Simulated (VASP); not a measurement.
Wanted: the native input for a VASP 6.6.1 run.

| Property | Result |
| --- | --- |
| Task | relaxation of cell and atoms |
| Functional | PBE |
| Potentials or basis | VASP PAW PBE potentials, release 64 (Si, C) |
| Cutoff | 520 eV |
| k mesh | 12 × 12 × 12 |
| Occupations | gaussian, width 0.02 eV |
| Spin | no spin polarisation |
| Further INCAR settings | ALGO = Normal; EDIFF = 1e-07; IBRION = 2; EDIFFG = -0.002; NSW = 80; ISIF = 3 |

The structure of SiC lies in POSCAR:

```
SiC                                     
1.0
    0.0000000000      2.1897021501      2.1897021501
    2.1897021501     -0.0000000000      2.1897021501
    2.1897021501      2.1897021501      0.0000000000
  Si              C             
     1     1
Direct
     0.0000000000000000    0.0000000000000000    0.0000000000000000
     0.2500000000000000    0.2500000000000000    0.2500000000000000
```

One way to write it, as run:

INCAR

```
SYSTEM = SiC
PREC = Accurate
ENCUT = 520
EDIFF = 1E-7
ISMEAR = 0
SIGMA = 0.02
LREAL = .False.
LASPH = .True.
NELM = 100
ALGO = Normal
ISIF = 3
LWAVE = .False.
LCHARG = .False.
GGA = PE
IBRION = 2
NSW = 80
EDIFFG = -0.002
KPAR = 4
```

KPOINTS

```
regular mesh
0
Gamma
  12 12 12
  0 0 0
```

Potentials or basis: VASP PAW PBE potentials, release 64 (Si, C).

Launch:

```sh
$ cat potpaw_PBE.64/Si/POTCAR potpaw_PBE.64/C/POTCAR > POTCAR
$ mpirun -np 4 vasp_std > vasp.out
```

It gave:

* Pressure after relaxing: 0.0 GPa
* Band gap on the k mesh: 1.37 eV, indirect (least direct gap 4.53 eV)

Caveat: the relaxation stopped at its first step, so nothing moved.

It took 3.6 s on 4 MPI ranks on Intel(R) Xeon(R) Platinum 8488C (Sapphire Rapids), with other jobs on the host, peak memory 0.13 GiB a rank.
